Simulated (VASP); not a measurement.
An input for Quantum ESPRESSO's pw.x (written as the equivalent of a VASP run, and not itself run):

```
&CONTROL
  calculation = 'scf'
  pseudo_dir = './pseudo'
  outdir = './out'
  tprnfor = .true.
  tstress = .true.
/
&SYSTEM
  ibrav = 0
  nat = 2
  ntyp = 2
  ecutwfc = 80
  occupations = 'tetrahedra'
  input_dft = 'pz'
/
&ELECTRONS
  conv_thr = 7.3e-09
  electron_maxstep = 100
/
ATOMIC_SPECIES
  Mo 95.950 Mo.upf
  P 30.974 P.upf
CELL_PARAMETERS angstrom
     3.1919905    0.0000000    0.0000000
    -1.5959953    2.7643446    0.0000000
     0.0000000    0.0000000    3.1580193
ATOMIC_POSITIONS crystal
  Mo   0.0000000  0.0000000  0.0000000
  P    0.3333330  0.6666670  0.5000000
K_POINTS automatic
  15 15 13 0 0 0
```

Task: Write the VASP files for the same calculation (LDA).

Result: Several could match; the one computed here: 
**KPOINTS**
```
Regular mesh
0
Gamma
  15 15 13
```

**INCAR**
```
ISIF = 2   # forces and stress, cell fixed
ALGO = Normal   # blocked Davidson
LREAL = .FALSE.
LCHARG = .TRUE.
LWAVE = .FALSE.
SYSTEM = MoP
LMAXMIX = 4   # l cut-off of mixed one-centre charges
LASPH = .TRUE.
EDIFF = 1E-7   # SCF stop (eV)
NELM = 100   # most electronic steps
LORBIT = 11   # lm-projected
PREC = Accurate
NEDOS = 601   # DOS grid
ISMEAR = -5   # tetrahedra, Bloechl
ENCUT = 400   # plane-wave cut-off (eV)
```

File POSCAR:
```
MoP
1
    3.1919905217     0.0000000000     0.0000000000
   -1.5959952608     2.7643445585     0.0000000000
    0.0000000000     0.0000000000     3.1580193489
Mo P
1 1
Direct
  0.0000000000   0.0000000000   0.0000000000
  0.3333330000   0.6666670000   0.5000000000
```

POTCAR, in this order: Mo_sv P (LDA.64 set). Program: vasp_std.

Limits of the translation: the potentials are each code's own (VASP's PAW set, PseudoDojo norm-conserving files in pw.x), so ENCUT and ecutwfc are chosen apart and not converted; conv_thr bounds pw.x's estimated SCF error, while EDIFF bounds the energy change between steps.

The structure comes from a computed database's MoP entry (P-6m2); how it stands against other phases isn't given here. It was relaxed first.
